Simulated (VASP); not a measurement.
GeSb4Te7: relaxation of cell and atoms with r2SCAN

Crystal: GeSb4Te7.

```
Ge Sb Te
1.0
     4.28930    0.00000    0.00000
    -2.14465    3.71464    0.00000
     0.00000    0.00000   24.63778
Ge Sb Te
1 4 7
Direct
  0.00000 0.00000 0.50000
  0.66667 0.33333 0.91890
  0.33333 0.66667 0.34975
  0.33333 0.66667 0.08110
  0.66667 0.33333 0.65025
  0.33333 0.66667 0.84973
  0.66667 0.33333 0.15027
  0.00000 0.00000 0.71898
  0.66667 0.33333 0.43139
  0.33333 0.66667 0.56861
  0.00000 0.00000 0.00000
  0.00000 0.00000 0.28102
```

The cell is a database's computed one.

```yaml
Program: VASP 6.6.1
Task: relaxation of cell and atoms
Functional: r2SCAN
Potentials_or_basis: VASP PAW PBE potentials, release 64 (Ge_d, Sb, Te)
Cutoff: 600 eV
k_mesh: 9 × 9 × 2
Occupations: fermi-dirac, width 0.05 eV
Spin: no spin polarisation
Further_INCAR_settings: ALGO = Normal; EDIFF = 1e-06; IBRION = 2; EDIFFG = -0.02; NSW = 60; ISIF = 3
```

```json
{"Relaxed volume": "32.73 Å³/atom", "Relaxed cell": "a = 4.293 Å, b = 4.293 Å, c = 24.606 Å, α = 90.00°, β = 90.00°, γ = 120.00°", "Space group after relaxing (to 0.05 Å)": "P-3m1 (No. 164)", "Energy gained by relaxing": "7.2 meV/atom", "Ionic steps": "11", "Pressure after relaxing": "0.0 GPa", "Largest force after relaxing": "0.018 eV/Å", "Band gap on the k mesh": "0.55 eV, direct"}
```

Forces on the atoms (eV/Å):
```
Ge   0.000  0.000  0.000
Sb   0.000  0.000  0.018
Sb   0.000  0.000  0.001
Sb   0.000  0.000 -0.018
Sb   0.000  0.000 -0.001
Te   0.000  0.000  0.000
Te   0.000  0.000  0.000
Te   0.000  0.000 -0.003
Te   0.000  0.000  0.003
Te   0.000  0.000 -0.003
Te   0.000  0.000  0.000
Te   0.000  0.000  0.003
```

The path:
```csv
step,energy change (eV),largest force (eV/Å),pressure (GPa),volume (Å³)
1,0.0000,0.0980,0.67,392.56
2,-0.0639,0.1644,-0.93,400.42
3,-0.0825,0.0863,-0.41,395.99
4,-0.0849,0.0638,-0.25,394.78
5,-0.0864,0.0378,-0.07,393.38
6,-0.0865,0.0306,-0.02,393.00
7,-0.0865,0.0289,-0.01,392.91
8,-0.0865,0.0294,-0.02,392.93
9,-0.0866,0.0216,0.00,392.84
10,-0.0868,0.0231,0.04,392.60
11,-0.0868,0.0183,0.01,392.78
```

Final structure:
```
Ge Sb Te
1.0
     4.29327    0.00000    0.00000
    -2.14664    3.71808    0.00000
     0.00000    0.00000   24.60596
Ge Sb Te
1 4 7
Cartesian
  0.0000 0.0000 12.3030
  2.1466 1.2394 22.6134
  0.0000 2.4787 8.6083
  0.0000 2.4787 1.9926
  2.1466 1.2394 15.9977
  0.0000 2.4787 20.9140
  2.1466 1.2394 3.6920
  -2.1466 3.7181 17.6912
  2.1466 1.2394 10.6179
  0.0000 2.4787 13.9880
  0.0000 0.0000 24.6060
  4.2933 0.0000 6.9148
```

Levels at points of the mesh, in eV from the valence-band top:
| k point | band 34 | band 35 | band 36 | band 37 | band 38 | band 39 | band 40 | band 41 | band 42 | band 43 |
| --- | --- | --- | --- | --- | --- | --- | --- | --- | --- | --- |
| (0.00, 0.00, 0.00) | -1.22 | -1.05 | -1.05 | -0.22 | -0.08 | 0.62 | 0.63 | 0.63 | 0.71 | 0.73 |
| (0.00, 0.00, 0.50) | -1.20 | -1.20 | -0.79 | -0.33 | 0.00 | 0.55 | 0.58 | 0.58 | 0.76 | 0.79 |

Wall time 77 min on 4 MPI ranks on Intel(R) Xeon(R) 6975P-C (Granite Rapids) (shared host), peak memory 1 GiB a rank.

Caveat: the PAW data sets were made with another functional, which shifts forces and pressure a little; spin-orbit coupling is left out, which moves the levels of the heavy elements; an odd mesh through Γ misses points on the zone boundary, where band edges often lie.
